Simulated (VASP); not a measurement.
```
C63S
1.0
    7.14656     0.00000     0.00000
    0.00000     7.14656     0.00000
    0.00000     0.00000     7.14656
C S
63 1
Cartesian
  3.57328   0.00000   0.00000
  4.46660   0.89332   0.89332
  5.35992   1.78664   0.00000
  6.25324   2.67996   0.89332
  5.35992   0.00000   1.78664
  6.25324   0.89332   2.67996
  0.00000   0.00000   0.00000
  0.89332   0.89332   0.89332
  1.78664   1.78664   0.00000
  2.70084   2.72538   0.90353
  3.57328   3.57328   0.00000
  4.44632   4.47106   0.93971
  5.35992   5.35992   0.00000
  6.25324   6.25324   0.89332
  1.78664   0.00000   1.78664
  2.66042   0.85714   2.72755
  3.52403   1.82615   1.77203
  4.50938   2.66999   2.67680
  5.35465   3.61419   1.80090
  6.22717   4.48426   2.67286
  3.57328   0.00000   3.57328
  4.49884   0.90714   4.51640
  5.36261   1.76109   3.52604
  6.27234   2.65956   4.49365
  5.35992   0.00000   5.35992
  6.25324   0.89332   6.25324
  0.00000   3.57328   0.00000
  0.89332   4.46660   0.89332
  1.78664   5.35992   0.00000
  2.67996   6.25324   0.89332
  0.00000   1.78664   1.78664
  0.86653   2.70939   2.66299
  1.73925   3.61987   1.83151
  2.71770   4.48679   2.64736
  3.60379   5.34859   1.80781
  4.44550   6.21278   2.69670
  0.00000   0.00000   3.57328
  0.89332   0.89332   4.46660
  1.78334   1.74956   3.57751
  2.64803   2.67097   4.48190
  4.42132   4.46237   4.42794
  5.37663   5.32583   3.59973
  6.25324   6.25324   4.46660
  1.78664   0.00000   5.35992
  2.67996   0.89332   6.25324
  3.58692   1.76089   5.38773
  4.42360   2.70670   6.24678
  5.40677   3.60053   5.34356
  6.25324   4.46660   6.25324
  0.00000   5.35992   1.78664
  0.89332   6.25324   2.67996
  0.00000   3.57328   3.57328
  0.93425   4.42125   4.47289
  1.83023   5.32190   3.57256
  2.70294   6.29236   4.41731
  0.00000   1.78664   5.35992
  0.89332   2.67996   6.25324
  1.76826   3.58649   5.33125
  2.68159   4.47857   6.22527
  3.56319   5.38420   5.34430
  4.46660   6.25324   6.25324
  0.00000   5.35992   5.35992
  0.89332   6.25324   6.25324
  3.53171   3.58205   3.59602
```
Cell charge -1.

Method: PBE GGA, VASP's PBE PAW potentials (set 64) (plane waves; VASP). Numerical set-up: PREC = Normal, LREAL = Auto, ISYM = 0, NELECT = 259.0, EDIFF = 1E-5, 400 eV cut-off, 1×1×1 Γ-centred mesh, Gaussian smearing of 0.050 eV, potentials C S. Starting moments (MAGMOM): 64*0.0156. The cell's moment is fixed (NUPDOWN = 1).

The cell is charged, with a uniform compensating background. The supercell is sampled at Γ alone, which is coarse: total energies, pressure and levels can be off, energies of defects by several tenths of an eV.

Q: The ions are relaxed. Predict the relaxed structure.

A: 
```
C63S
1.0
    7.14656     0.00000     0.00000
    0.00000     7.14656     0.00000
    0.00000     0.00000     7.14656
C S
63 1
Cartesian
  3.57542   7.14428   0.00524
  4.45967   0.89108   0.88095
  5.35318   1.79370   7.13029
  6.25618   2.68697   0.88047
  5.36194   0.00580   1.78156
  6.26134   0.88528   2.68479
  7.14630   0.00080   7.14201
  0.89467   0.89199   0.89370
  1.78070   1.78487   0.00511
  2.68704   2.68546   0.89087
  3.57239   3.57433   7.14547
  4.46132   4.46017   0.89034
  5.36165   5.36706   0.00516
  6.25456   6.25253   0.89439
  1.78502   7.14264   1.78799
  2.67508   0.88145   2.68335
  3.59474   1.77613   1.76977
  4.58026   2.56785   2.56203
  5.37163   3.55294   1.76926
  6.26632   4.47234   2.68330
  3.57153   0.00562   3.57050
  4.45366   0.89593   4.45648
  5.37169   1.77527   3.55085
  6.25114   2.69303   4.45637
  5.35866   0.01563   5.35977
  6.24603   0.90145   6.24427
  0.00268   3.57168   0.00520
  0.89637   4.46052   0.89007
  1.79277   5.35478   7.14410
  2.68675   6.25098   0.89020
  7.14118   1.78423   1.78090
  0.88028   2.67297   2.67910
  1.77793   3.56715   1.77352
  2.61329   4.53361   2.63408
  3.57972   5.36911   1.77350
  4.47356   6.26658   2.67943
  0.00106   7.14586   3.57348
  0.86906   0.86852   4.45806
  1.72919   1.72381   3.56784
  2.51519   2.52917   4.53310
  4.61822   4.63129   4.53291
  5.42336   5.41817   3.56818
  6.27817   6.27853   4.45868
  1.78391   7.14032   5.36118
  2.67682   0.87188   6.26713
  3.54724   1.74662   5.36651
  4.45063   2.69617   6.22816
  5.40051   3.60011   5.36655
  6.27485   4.47110   6.26748
  0.00509   5.36256   1.78816
  0.87870   6.26877   2.68477
  7.14105   3.57489   3.57036
  0.88947   4.45775   4.46336
  1.77400   5.37287   3.57766
  2.68942   6.25686   4.46274
  7.13199   1.78839   5.35948
  0.86273   2.67612   6.27641
  1.74743   3.54572   5.37374
  2.69327   4.45374   6.23458
  3.60158   5.39899   5.37318
  4.47095   6.28461   6.27627
  0.00652   5.36408   5.36186
  0.89856   6.24917   6.25260
  3.49725   3.64950   3.78644
```
Cell charge -1. The cell ends with 1.00 μB, on the first 30 sites 0.00 0.00 0.00 0.00 0.00 0.00 0.00 0.00 0.00 0.00 0.00 0.00 0.00 0.00 0.00 0.01 0.00 0.03 0.00 0.01 0.00 0.00 0.00 0.00 0.01 0.00 0.00 0.00 0.00 0.00 μB.

Q: How much energy does the relaxation gain?

A: The energy (σ→0) changes by -61.9 meV/atom, in 43 ionic steps.

The cell is a supercell with a defect, built from C (diamond): S_C, charge -1.
